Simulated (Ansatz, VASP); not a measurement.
# In3GaSbAs3: VASP beside Ansatz, part 2 of 2

One calculation is typed for both programs; each brings its own data sets. How far apart do they land? The cell is generated by rule, not measured, and may not be a known phase. The cell is taken from a series of runs on this material, whose earlier steps may have relaxed, scaled, displaced or heated it; both programs get it as it stands.

VASP 6.6.1 and Ansatz 0.2.0.

So far: The structure; Ansatz: relaxation of cell and atoms, PBEsol.

### Step 3. VASP: relaxation of cell and atoms, PBEsol

Level of this step: PBEsol; plane waves and PAW (As, Ga_d, In_d, Sb); invented cell (VASP).

The same cell, functional, mesh and smearing now go to VASP, with its own data sets.

Lines of VASP's logs that name or quote its potential files are left out, and so is its time.

INCAR reads:

```
SYSTEM = In3GaSbAs3
PREC = Accurate
ENCUT = 500
EDIFF = 1E-07
NELM = 120
ISMEAR = 0
SIGMA = 0.1
LREAL = .FALSE.
ALGO = Normal
GGA = PS
NBANDS = 44
LORBIT = 11
LWAVE = .FALSE.
LCHARG = .FALSE.
ISIF = 3
IBRION = 2
NSW = 80
EDIFFG = -0.005
LASPH = .TRUE.
GGA_COMPAT = .FALSE.
NELMIN = 4
KPAR = 2
```

POSCAR reads:

```
In3GaSbAs3
1.0
    3.0505620000      3.0505620000      0.0000000000
   -3.0371520000      3.0371520000      0.0000000000
    0.0000000000      0.0000000000     12.2088570000
As Ga In Sb
3 1 3 1
Direct
    0.0000000000      0.5000000000      0.3794218410
    0.5000000000      0.0000000000      0.6288137374
    0.0000000000      0.5000000000      0.8790060364
    0.0000000000      0.0000000000      0.9874615617
    0.5000000000      0.5000000000      0.2553088303
    0.0000000000      0.0000000000      0.5047813239
    0.5000000000      0.5000000000      0.7538554182
    0.5000000000      0.0000000000      0.1113511281
```

KPOINTS reads:

```
Automatic mesh
0
Gamma
8 8 4
0 0 0
```

The projector-augmented-wave data sets are As, Ga_d, In_d and Sb (PBE family, release 64).

Run with:

```console
$ mpirun -np 2 vasp_std
```

Numbers of over 12 decimals in the logs are rounded to 6 here.

Output:

```text
[banner, memory and clock lines left out]
running    2 mpi-ranks, on    1 nodes
 distrk:  each k-point on    1 cores,    2 groups
 distr:  one band on    1 cores,    1 groups

 POSCAR found type information on POSCAR AsGaInSb
 POSCAR found :  4 types and       8 ions
|                                                                             |
|               ----> ADVICE to this user running VASP <----                  |
|                                                                             |
|     You enforced a specific xc type in the INCAR file but a different       |
|     [... a line on the potential file left out ...]
|     I HOPE YOU KNOW WHAT YOU ARE DOING!                                     |
|                                                                             |

 LDA part: xc-table for (Slater+PW92), standard interpolation
 POSCAR, INCAR and KPOINTS ok, starting setup
 FFT: planning ... GRIDC
 FFT: planning ... GRID_SOFT
 FFT: planning ... GRID
 WAVECAR not read
 entering main loop
       N       E                     dE             d eps       ncg     rms          rms(c)
DAV:   1     0.664149175847E+03    0.66415E+03   -0.31323E+04  6616   0.185E+03
DAV:   2     0.624464951567E+02   -0.60170E+03   -0.58906E+03  6824   0.479E+02
DAV:   3    -0.287915861388E+02   -0.91238E+02   -0.88720E+02  7696   0.191E+02
DAV:   4    -0.342551413060E+02   -0.54636E+01   -0.54309E+01  8120   0.459E+01
DAV:   5    -0.344582128850E+02   -0.20307E+00   -0.20284E+00  9056   0.929E+00    0.878E+00
DAV:   6    -0.336243729326E+02    0.83384E+00   -0.16393E+00  8760   0.138E+01    0.454E+00
DAV:   7    -0.335297258785E+02    0.94647E-01   -0.82410E-01  9964   0.479E+00    0.116E+00
DAV:   8    -0.335201564115E+02    0.95695E-02   -0.10577E-01  9080   0.296E+00    0.702E-01
DAV:   9    -0.335209204525E+02   -0.76404E-03   -0.93648E-03  8148   0.582E-01    0.420E-01
DAV:  10    -0.335209565145E+02   -0.36062E-04   -0.19491E-03  9212   0.363E-01    0.183E-01
DAV:  11    -0.335211421811E+02   -0.18567E-03   -0.59521E-04  7608   0.118E-01    0.250E-02
DAV:  12    -0.335211427693E+02   -0.58821E-06   -0.46193E-05 10404   0.465E-02    0.344E-02
DAV:  13    -0.335211458134E+02   -0.30441E-05   -0.99818E-06  7508   0.164E-02    0.543E-03
DAV:  14    -0.335211467830E+02   -0.96955E-06   -0.29778E-06  9908   0.159E-02    0.255E-03
DAV:  15    -0.335211468266E+02   -0.43588E-07   -0.41228E-07  6004   0.421E-03
   1 F= -.33521147E+02 E0= -.33520777E+02  d E =-.335211E+02
 curvature:   0.00 expect dE= 0.000E+00 dE for cont linesearch  0.000E+00
 trial: gam= 0.00000 g(F)=  0.611E-05 g(S)=  0.299E-03 ort = 0.000E+00 (trialstep = 0.100E+01)
 search vector abs. value=  0.305E-03
 bond charge predicted
       N       E                     dE             d eps       ncg     rms          rms(c)
DAV:   1    -0.335245796452E+02   -0.34329E-02   -0.81871E-02  8904   0.346E+00    0.356E-01
DAV:   2    -0.335218105593E+02    0.27691E-02   -0.70622E-03  8912   0.115E+00    0.140E-01
DAV:   3    -0.335212677209E+02    0.54284E-03   -0.16383E-03  9292   0.495E-01    0.561E-02
DAV:   4    -0.335212602829E+02    0.74380E-05   -0.93466E-05  7044   0.686E-02    0.497E-02
DAV:   5    -0.335212408405E+02    0.19442E-04   -0.92497E-06  9720   0.207E-02    0.318E-02
DAV:   6    -0.335212257341E+02    0.15106E-04   -0.84993E-06  7768   0.196E-02    0.130E-02
DAV:   7    -0.335212256759E+02    0.58191E-07   -0.80095E-07  7432   0.806E-03
   2 F= -.33521226E+02 E0= -.33520853E+02  d E =-.788493E-04
 trial-energy change:   -0.000079  1 .order   -0.000087   -0.000305    0.000130
 step:   0.6752(harm=  0.7013)  dis= 0.00024  next Energy=   -33.521247 (dE=-0.100E-03)
 bond charge predicted
       N       E                     dE             d eps       ncg     rms          rms(c)
DAV:   1    -0.335215963947E+02   -0.37066E-03   -0.86496E-03  8912   0.112E+00    0.117E-01
DAV:   2    -0.335212996310E+02    0.29676E-03   -0.75184E-04  8920   0.377E-01    0.457E-02
DAV:   3    -0.335212449534E+02    0.54678E-04   -0.17243E-04  9296   0.160E-01    0.181E-02
DAV:   4    -0.335212451292E+02   -0.17579E-06   -0.98242E-06  7044   0.223E-02    0.161E-02
DAV:   5    -0.335212447522E+02    0.37699E-06   -0.94672E-07  8604   0.668E-03    0.101E-02
DAV:   6    -0.335212455646E+02   -0.81244E-06   -0.87068E-07  6968   0.651E-03    0.403E-03
DAV:   7    -0.335212455726E+02   -0.79335E-08   -0.75458E-08  3836   0.259E-03
   3 F= -.33521246E+02 E0= -.33520874E+02  d E =-.987460E-04
 curvature:  -0.35 expect dE=-0.163E-05 dE for cont linesearch -0.223E-06
 trial: gam=-0.03054 g(F)=  0.359E-05 g(S)=  0.109E-05 ort = 0.140E-04 (trialstep = 0.935E+00)
 search vector abs. value=  0.410E-05
 reached required accuracy - stopping structural energy minimisation
```

OUTCAR, selected parts (step 3):

```text
ion  position               nearest neighbor table
   1  0.000  0.500  0.379-   5 2.64   5 2.64   6 2.64   6 2.64
   2  0.500  0.000  0.629-   7 2.63   7 2.63   6 2.64   6 2.64
   3  0.000  0.500  0.879-   4 2.52   4 2.52   7 2.64   7 2.64
   4  0.000  0.000  0.987-   3 2.52   3 2.52   8 2.63   8 2.63
   5  0.500  0.500  0.255-   1 2.64   1 2.64   8 2.78   8 2.78
   6  0.000  0.000  0.505-   2 2.64   2 2.64   1 2.64   1 2.64
   7  0.500  0.500  0.754-   2 2.63   2 2.63   3 2.64   3 2.64
   8  0.500  0.000  0.111-   4 2.63   4 2.63   5 2.78   5 2.78

  LATTYP: Found a simple orthorhombic cell.
 ALAT       =     4.2951815494
 B/A-ratio  =     1.0044153207
 C/A-ratio  =     2.8424542385

 Subroutine GETGRP returns: Found  4 space group operations
 (whereof  4 operations were pure point group operations)

The static configuration has the point symmetry C_2v.

 Found     75 irreducible k-points:

   k-points           NKPTS =     75   k-points in BZ     NKDIM =     75   number of bands    NBANDS=     44

   dimension x,y,z NGX =    32 NGY =   32 NGZ =   90
   dimension x,y,z NGXF=    64 NGYF=   64 NGZF=  180

   ENCUT  =  500.0 eV  36.75 Ry    6.06 a.u.   7.87  7.83 22.26*2*pi/ulx,y,z

   NELECT =      72.0000    total number of electrons

 k-points in reciprocal lattice and weights: Automatic mesh
   0.00000000  0.00000000  0.00000000       0.004
   0.12500000  0.00000000  0.00000000       0.008
   0.25000000  0.00000000  0.00000000       0.008
   0.37500000  0.00000000  0.00000000       0.008
   0.50000000  0.00000000  0.00000000       0.004
   0.00000000  0.12500000  0.00000000       0.008
   0.12500000  0.12500000  0.00000000       0.016
   0.25000000  0.12500000  0.00000000       0.016
   0.37500000  0.12500000  0.00000000       0.016
[...]
0.37500000  0.50000000  0.50000000       0.008
   0.50000000  0.50000000  0.50000000       0.004

 average (electrostatic) potential at core
       1 -49.6890       2 -49.6457       3 -49.7611       4 -65.7871       5 -96.5427
       6 -96.5719       7 -96.5481       8 -87.4731

 E-fermi :   4.4859

 k-point     1 :       0.0000    0.0000    0.0000
  band No.  band energies     occupation
    ...
     33       3.1401      2.00000
     34       3.9121      2.00000
     35       4.2737      1.99731
     36       4.3269      1.97550
     37       4.4757      1.11498
     38       5.6804      0.00000
     39       5.7885      0.00000
     40       6.2467      0.00000
     41       6.3260      0.00000
     42       6.8862      0.00000
    ...

 k-point     2 :       0.1250    0.0000    0.0000
  band No.  band energies     occupation
    ...
     32       2.7186      2.00000
     33       2.8703      2.00000
     34       3.1956      2.00000
     35       3.9521      2.00000
     36       4.4333      1.54307
     37       5.0976      0.00000
     38       5.9308      0.00000
     39       6.2679      0.00000
     40       6.6380      0.00000
     41       6.8817      0.00000
    ...

 k-point     3 :       0.2500    0.0000    0.0000
  band No.  band energies     occupation
    ...
     32       2.7784      2.00000
     33       2.7869      2.00000
     34       3.1647      2.00000
     35       3.3247      2.00000
     36       4.3010      1.99109
     37       5.4574      0.00000
     38       6.0448      0.00000
     39       6.1982      0.00000
     40       6.8016      0.00000
     41       7.8421      0.00000
    ...

  Total       -0.0008876     -0.0008876      0.0132302     -0.0013523      0.0000000      0.0000000
  in kB       -0.0062763     -0.0062763      0.0935510     -0.0095621      0.0000000      0.0000000
  external PRESSURE =       0.0269994 kB  Pullay stress =       0.0000000 kB

  energy-cutoff  :      500.00
  volume of cell :      226.58
      direct lattice vectors                 reciprocal lattice vectors
     3.052199012  3.052199012  0.000000000     0.163816317  0.163816317  0.000000000
    -3.038533540  3.038533540  0.000000000    -0.164553063  0.164553063  0.000000000
     0.000000000  0.000000000 12.215828567     0.000000000  0.000000000  0.081861005

 POSITION                                       TOTAL-FORCE (eV/Angst)
 -----------------------------------------------------------------------------------
     -1.51927      1.51927      4.63492         0.000000     -0.000000     -0.002130
      1.52610      1.52610      7.68149         0.000000     -0.000000     -0.000394
     -1.51927      1.51927     10.73779        -0.000000      0.000000     -0.001355
      0.00000      0.00000     12.06276         0.000000     -0.000000      0.004979
      0.00683      3.04537      3.11856         0.000000     -0.000000     -0.004693
      0.00000      0.00000      6.16629         0.000000     -0.000000     -0.000435
      0.00683      3.04537      9.20893         0.000000     -0.000000     -0.000504
      1.52610      1.52610      1.36049         0.000000     -0.000000      0.004533
 -----------------------------------------------------------------------------------
    total drift:                               -0.000000      0.000000      0.000005

  FREE ENERGIE OF THE ION-ELECTRON SYSTEM (eV)
  ---------------------------------------------------
  free  energy   TOTEN  =       -33.5212455726 eV

  energy  without entropy=      -33.5205023051  energy(sigma->0) =      -33.52087394

 reached required accuracy - stopping structural energy minimisation

 total charge
# of ion       s       p       d       tot
------------------------------------------
    1        1.226   1.541   0.022   2.789
    2        1.225   1.547   0.021   2.793
    3        1.226   1.527   0.024   2.777
    4        0.898   0.734   9.974  11.606
    5        0.861   0.737   9.876  11.474
    6        0.850   0.715   9.886  11.452
    7        0.851   0.719   9.885  11.454
    8        1.133   1.357   0.024   2.514
--------------------------------------------------
tot          8.269   8.878  39.712  56.859

[... 3 further parts left out ...]
```

CONTCAR:

```
In3GaSbAs3
   1.00000000000000
     3.0521990119331921    3.0521990119331921    0.0000000000000000
    -3.0385335402402531    3.0385335402402531    0.0000000000000000
     0.0000000000000000    0.0000000000000000   12.2158285668992193
  As              Ga              In              Sb
     3     1     3     1
Direct
     0.0000000000000000    0.5000000000000000    0.3794190573628868
     0.5000000000000000    0.0000000000000000    0.6288142945962625
     0.0000000000000000    0.5000000000000000    0.8790060613966697
     0.0000000000000000    0.0000000000000000    0.9874699372118959
     0.5000000000000000    0.5000000000000000    0.2552883849978049
     0.0000000000000000    0.0000000000000000    0.5047791039487722
     0.5000000000000000    0.5000000000000000    0.7538521465450547
     0.5000000000000000    0.0000000000000000    0.1113708909406538
```

### Step 4. Side by side

Known differences besides the potentials themselves: the data sets hold 112 valence electrons in Ansatz (on its default PAW (the set named soft_2) files) and 72 in VASP; the cutoff is 420 eV in Ansatz and 500 eV in VASP; Ansatz makes its cores anew for this functional, VASP keeps those of its PBE data sets; Ansatz adds a Pulay correction to the stress that steers its cell, VASP none. Total energies have different zeros and are not compared.

Compared:

| quantity | Ansatz | VASP | difference |
| --- | --- | --- | --- |
| volume (Å³) | 226.23 | 226.58 | -0.16 % |
| edge a after relaxation, in the typed setting (Å) | 4.314 | 4.316 | -0.06 % |
| edge b after relaxation, in the typed setting (Å) | 4.295 | 4.297 | -0.04 % |
| edge c after relaxation, in the typed setting (Å) | 12.209 | 12.216 | -0.06 % |

### Step 5. What came out

```json
{
 "difference in volume (relaxation of cell and atoms, PBEsol)": "-0.16 %"
}
```

What this shows: The difference in volume is -0.16 % (relaxation of cell and atoms, PBEsol), within the 1.2 % picked in this series as the mark of a large difference, as far as the stopping tolerances let one tell. The data sets hold unlike numbers of valence electrons (112 in Ansatz and 72 in VASP), so part of the differences comes from the potentials. Such differences can come from data sets, numerical settings and the points named under the comparisons, not from the functional's error against experiment.

[Lines on the potential files, build, host, timing and source positions are cut from VASP's logs without a mark.]

[Logs are printed without paths, hosts, clocks, repeated set-up lines and the standing remarks that a program may print on its own settings, such as how far it seeks lower states.]

[Hosts, paths, dates, database ids (printed as entryN), source tags and the programs' standing remarks are cut or masked in the printed files.]
